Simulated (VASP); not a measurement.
Method: PBE GGA, VASP's PBE PAW potentials (set 64) (plane waves; VASP 6.6.1).

VASP input:

**INCAR**
```
! general
SYSTEM  = PbO
PREC    = Accurate
ENCUT   = 620
LREAL   = .FALSE.   ! projection in real space or not
LASPH   = .TRUE.

! electronic loop
EDIFF   = 1E-6   ! SCF stop (eV)
NELM    = 100
ALGO    = Normal   ! blocked Davidson
LMAXMIX = 4   ! l cut-off of mixed one-centre charges

! smearing
ISMEAR  = 0
SIGMA   = 0.05

! functional
GGA     = PE

! ions
IBRION  = 2   ! conjugate gradients
NSW     = 40
ISIF    = 3   ! ions, shape and volume
EDIFFG  = -0.02   ! ionic stop
PSTRESS = 50   ! kbar

! output
LWAVE   = .FALSE.
LCHARG  = .FALSE.
```

**KPOINTS**
```
kpoints
0
G
 6 6 4
```

### POSCAR
```
PbO
1
    4.0566560701     0.0000000000     0.0000000000
    0.0000000000     4.0566560701     0.0000000000
    0.0000000000     0.0000000000     5.4520768857
Pb O
2 2
Direct
  0.5000000000   0.0000000000   0.7814729658
  0.0000000000   0.5000000000   0.2185270342
  0.5000000000   0.5000000000   0.0000000000
  0.0000000000   0.0000000000   0.0000000000
```

POTCAR, in this order: Pb_d O (PBE.64 set). Program: vasp_std.

Energy and stress use the plane-wave basis of the starting cell. Without a dispersion term in the relaxation, distances and binding between the weakly bound layers, chains or molecules are unreliable, and so is what depends on them.

Predict the energy per atom (σ→0), volume per atom.

| Item | Result |
|---|---|
| energy per atom (σ→0) | -5.334 eV/atom |
| volume per atom | 18.53 Å³/atom |

OSZICAR:
```
...
DAV:   1    -0.213378555726E+02   -0.71315E-02   -0.68754E-02  1744   0.419E+00    0.276E-01
DAV:   2    -0.213361563588E+02    0.16992E-02   -0.77227E-03  1920   0.983E-01    0.819E-02
DAV:   3    -0.213359144803E+02    0.24188E-03   -0.86387E-04  1928   0.563E-01    0.352E-02
DAV:   4    -0.213358839391E+02    0.30541E-04   -0.23248E-04  2128   0.216E-01    0.932E-03
DAV:   5    -0.213358810287E+02    0.29105E-05   -0.22036E-05  2160   0.528E-02    0.444E-03
DAV:   6    -0.213358794361E+02    0.15926E-05   -0.33163E-06  1144   0.315E-02    0.122E-03
DAV:   7    -0.213358792942E+02    0.14183E-06   -0.80397E-07   784   0.865E-03
  18 F= -.19022568E+02 E0= -.19022568E+02  d E =-.469508E-04
```

The compound is PbO in the litharge structure. This run relaxes it under an external pressure of 5 GPa. Symmetry was kept, so distortions that lower it aren't found.
